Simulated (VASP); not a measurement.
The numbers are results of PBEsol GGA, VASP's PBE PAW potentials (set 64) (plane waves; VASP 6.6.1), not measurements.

VASP ran on this input.

POSCAR:
```
Pb
1
   -0.0000000000     2.2794506882     2.2794506882
    2.2794506882    -0.0000000000     2.2794506882
    2.2794506882     2.2794506882     0.0000000000
Pb
1
Direct
  0.0000000000   1.0000000000   0.0000000000
```

**INCAR**
```
! general
SYSTEM  = Pb
PREC    = Accurate
ENCUT   = 500
LREAL   = .FALSE.
LASPH   = .TRUE.

! electronic loop
EDIFF   = 1E-6
NELM    = 100
ALGO    = Normal
LMAXMIX = 4

! smearing
ISMEAR  = 1
SIGMA   = 0.1

! functional
GGA     = PS

! ions
IBRION  = 2
NSW     = 40
ISIF    = 3
EDIFFG  = -0.02
PSTRESS = 200

! output
LWAVE   = .FALSE.
LCHARG  = .FALSE.
```

KPOINTS:
```
Automatic mesh
0
Gamma
14 14 14
0 0 0
```

POTCAR, in this order: Pb_d (PBE.64 set). Program: vasp_std.

The run wrote:

**OSZICAR**
```
       N       E                     dE             d eps       ncg     rms          rms(c)
DAV:   1     0.101574912083E+03    0.10157E+03   -0.74184E+03  2319   0.157E+03
DAV:   2     0.368664379565E+00   -0.10121E+03   -0.98739E+02  2345   0.331E+02
DAV:   3    -0.363013978480E+01   -0.39988E+01   -0.39711E+01  2754   0.793E+01
DAV:   4    -0.371106641516E+01   -0.80927E-01   -0.80835E-01  2766   0.114E+01
DAV:   5    -0.371433401267E+01   -0.32676E-02   -0.32675E-02  2918   0.213E+00    0.936E-01
DAV:   6    -0.368970046052E+01    0.24634E-01   -0.28666E-02  2762   0.379E+00    0.434E-01
DAV:   7    -0.368198828775E+01    0.77122E-02   -0.12260E-02  2885   0.229E+00    0.943E-02
DAV:   8    -0.368134825389E+01    0.64003E-03   -0.56280E-04  3333   0.479E-01    0.822E-03
DAV:   9    -0.368134401579E+01    0.42381E-05   -0.87439E-06  2742   0.627E-02    0.490E-03
DAV:  10    -0.368134259186E+01    0.14239E-05   -0.35260E-07  1554   0.106E-02    0.215E-04
DAV:  11    -0.368134263159E+01   -0.39724E-07   -0.74956E-08  1357   0.528E-03
   1 F= -.72441965E+00 E0= -.72421542E+00  d E =-.724420E+00
```

### OUTCAR
```
------------------------ aborting loop because EDIFF is reached ----------------------------------------
  FORCE on cell =-STRESS in cart. coord.  units (eV):
  Direction    XX          YY          ZZ          XY          YZ          ZX
  --------------------------------------------------------------------------------------
  Total        2.9715016      2.9715016      2.9715016      0.0000000      0.0000000      0.0000000
  in kB      200.9860646    200.9860646    200.9860646      0.0000000      0.0000000      0.0000000
  external PRESSURE =       0.9860646 kB  Pullay stress =     200.0000000 kB
  volume of cell :       23.69
      direct lattice vectors                 reciprocal lattice vectors
     0.000000000  2.279450688  2.279450688    -0.219351093  0.219351093  0.219351093
     2.279450688  0.000000000  2.279450688     0.219351093 -0.219351093  0.219351093
     2.279450688  2.279450688  0.000000000     0.219351093  0.219351093 -0.219351093
 POSITION                                       TOTAL-FORCE (eV/Angst)
 -----------------------------------------------------------------------------------
      0.00000      0.00000      0.00000        -0.000000      0.000000     -0.000000
 -----------------------------------------------------------------------------------
    total drift:                               -0.000000      0.000000      0.000000
  FREE ENERGIE OF THE ION-ELECTRON SYSTEM (eV)
  ---------------------------------------------------
  free  energy   TOTEN  =        -3.6813426316 eV

  energy  without entropy=       -3.6807299580  energy(sigma->0) =       -3.68113841
  enthalpy is  TOTEN    =        -0.7244196457 eV   P V=        2.9569229859

 reached required accuracy - stopping structural energy minimisation
```
(Selected blocks of OUTCAR.)

The compound is Pb in the fcc structure. It was relaxed first under an external pressure of 20 GPa.
